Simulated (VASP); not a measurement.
Set up this calculation in VASP 6.6.1, as the native input.

```
Task                   : single point
Functional             : PBE
Potentials or basis    : VASP PAW PBE potentials, release 64 (Zr_sv, F)
Cutoff                 : 520 eV
k mesh                 : 15 × 15 × 1
Occupations            : gaussian, width 0.1 eV
Spin                   : no spin polarisation
Dipole correction      : yes
Further INCAR settings : ALGO = Fast; EDIFF = 1e-07; NBANDS = 20
```

The structure of ZrF2 lies in POSCAR:

```
ZrF2
1.0
    3.4005537694      0.0000000000      0.0000000000
   -1.7002768847      2.9449659512      0.0000000000
    0.0000000000      0.0000000000     31.2422497600
Zr F
1 2
Direct
    0.0000000000      0.0000000000      0.2880714439
    0.0000000000      0.0000000000      0.3493434809
    0.0000000000      0.0000000000      0.2267994070
```

The cell was built by a generator and needn't be a form met in nature.

One way to write it, as run:

INCAR

```
SYSTEM = ZrF2
  ALGO = Fast
  DIPOL = 0.5 0.5 0.288
  EDIFF = 1E-7
  ENCUT = 520
  GGA = PE
  IDIPOL = 3
  ISIF = 2
  ISMEAR = 0
  LASPH = .TRUE.
  LCHARG = .TRUE.
  LDIPOL = .TRUE.
  LELF = .TRUE.
  LREAL = .FALSE.
  LVACPOTAV = .TRUE.
  LVHAR = .TRUE.
  LWAVE = .FALSE.
  NBANDS = 20
  NELM = 80
  PREC = Accurate
  SIGMA = 0.1
```

KPOINTS

```
k-points
0
G
  15 15 1
  0 0 0
```

Potentials or basis: VASP PAW PBE potentials, release 64 (Zr_sv, F).

Launch:

```bash
$ cat potpaw_PBE.64/Zr_sv/POTCAR potpaw_PBE.64/F/POTCAR > POTCAR
$ mpirun -np 1 vasp_std > vasp.out
```

It gave:

- Largest force: 0.154 eV/Å
- Band gap on the k mesh: none (metal or under the smearing width)
- Work function of the upper face: 7.98 eV
- Work function of the lower face: 7.98 eV

Wall time 4.7 min on 1 thread of Intel(R) Xeon(R) Platinum 8488C (Sapphire Rapids) (shared host), peak memory 0.54 GiB.
